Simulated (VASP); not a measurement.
# MoSe₂ (2H layered): computed properties

These are LDA (Ceperley-Alder, Perdew-Zunger), VASP's LDA PAW potentials (set 64) (plane waves; VASP) values and carry that method's errors.

```
Property                                                                                              Value
-----------------------------------------------  ----------------------------------------------------------
space group                                                                                  P6_3/mmc (194)
cell                                             a = b = 3.250 Å, c = 12.705 Å, α = β = 90.00°, γ = 120.00°
volume per atom                                                                              19.37 Å^3/atom
band gap (over mesh and band path)                                                                  0.69 eV
smallest direct gap (over mesh and band path)                                                       1.51 eV
band-edge character without spin-orbit coupling                                  indirect, Γ to K-Γ at 0.44
band gap with spin-orbit coupling                                                                   0.72 eV
density                                                                                          7.25 g/cm³
mean ε∞ (independent particles)                                                                       16.04
```

Space group P6₃/mmc (No. 194); a = b = 3.250 Å, c = 12.705 Å, α = β = 90.00°, γ = 120.00°

| atom | site | symmetry | x | y | z |
|---|---|---|---|---|---|
| Mo | 2c | -6m2 | 0.3333 | 0.6667 | 0.2500 |
| Se | 4f | 3m. | 0.6667 | 0.3333 | 0.1193 |

Measured: gap 1.09 eV (computed value off by -0.40 eV), as given by Li et al., (2013), arXiv:1302.0733; a 3.289 Å at 300 K (computed value off by -1.2 %), c 12.927 Å at 300 K (computed value off by -1.7 %), as given by arXiv:1605.07067. The calculation is for a static lattice, while the measured a, c hold thermal and zero-point effects, which are part of the difference. The path is coarsely sampled, so an indirect gap can come out somewhat too large.

The compound is MoSe2 in the 2H layered structure. It was relaxed first. Symmetry was kept, so distortions that lower it aren't found.
